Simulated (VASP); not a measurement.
A convergence study with VASP on InSb (zinc blende): a few settings are varied, all else stays as given below, so the limit is that of these other settings.

```xyz
2
Lattice="0.0000 3.2400 3.2400 3.2400 0.0000 3.2400 3.2400 3.2400 0.0000" Properties=species:S:1:pos:R:3 pbc="T T T"
In     0.0000     0.0000     0.0000
Sb     1.6200     1.6200     1.6200
```

All values below come from PBE GGA, VASP's PBE PAW potentials (set 64) (plane waves; VASP). The last row used: 550 eV cut-off, 14×14×14 Γ-centred mesh, second-order Methfessel-Paxton smearing of 0.40 eV, potentials In_d Sb.

```csv
setting,E (eV/atom),pressure (GPa),irreducible k-points
"ISMEAR = -1, SIGMA = 0.01, 4×4×4 mesh",-3.3780,3.62,8
"ISMEAR = -1, SIGMA = 0.2, 4×4×4 mesh",…,…,8
"ISMEAR = 0, SIGMA = 0.01, 4×4×4 mesh",-3.3779,3.62,8
"ISMEAR = 0, SIGMA = 0.2, 4×4×4 mesh",-3.3790,3.61,8
"ISMEAR = 1, SIGMA = 0.01, 4×4×4 mesh",-3.3779,3.62,8
"ISMEAR = 1, SIGMA = 0.2, 4×4×4 mesh",-3.3787,3.64,8
"ISMEAR = 2, SIGMA = 0.01, 4×4×4 mesh",-3.3779,3.62,8
"ISMEAR = 2, SIGMA = 0.2, 4×4×4 mesh",-3.3785,3.64,8
"ISMEAR = -1, SIGMA = 0.05, 8×8×8 mesh",-3.4515,3.10,29
"ISMEAR = -1, SIGMA = 0.2, 8×8×8 mesh",-3.4496,3.16,29
"ISMEAR = 0, SIGMA = 0.05, 8×8×8 mesh",-3.4515,3.10,29
"ISMEAR = 0, SIGMA = 0.2, 8×8×8 mesh",-3.4516,3.10,29
"ISMEAR = 1, SIGMA = 0.05, 8×8×8 mesh",-3.4515,3.10,29
"ISMEAR = 1, SIGMA = 0.2, 8×8×8 mesh",-3.4515,3.10,29
"ISMEAR = 2, SIGMA = 0.05, 8×8×8 mesh",-3.4515,3.10,29
"ISMEAR = 2, SIGMA = 0.2, 8×8×8 mesh",-3.4516,3.10,29
"ISMEAR = -1, SIGMA = 0.05, 14×14×14 mesh",-3.4541,3.08,104
"ISMEAR = -1, SIGMA = 0.4, 14×14×14 mesh",-3.4282,3.55,104
"ISMEAR = 0, SIGMA = 0.05, 14×14×14 mesh",-3.4541,3.08,104
"ISMEAR = 0, SIGMA = 0.4, 14×14×14 mesh",-3.4535,3.10,104
"ISMEAR = 1, SIGMA = 0.05, 14×14×14 mesh",-3.4541,3.08,104
"ISMEAR = 1, SIGMA = 0.4, 14×14×14 mesh",-3.4542,3.06,104
"ISMEAR = 2, SIGMA = 0.05, 14×14×14 mesh",-3.4541,3.08,104
"ISMEAR = 2, SIGMA = 0.4, 14×14×14 mesh",…,3.08,104
```

Q: Fill in the missing entries.

A: 
- ISMEAR = 2, SIGMA = 0.4, 14×14×14 mesh, E (eV/atom): -3.4540
- ISMEAR = -1, SIGMA = 0.2, 4×4×4 mesh, E (eV/atom): -3.3767
- ISMEAR = -1, SIGMA = 0.2, 4×4×4 mesh, pressure (GPa): 3.68

Left out are rungs that failed or repeat a setting and relaxations that didn't move; long series are thinned to 24 rows.

The compound is InSb in the zinc blende structure. The cell was not relaxed at this level.
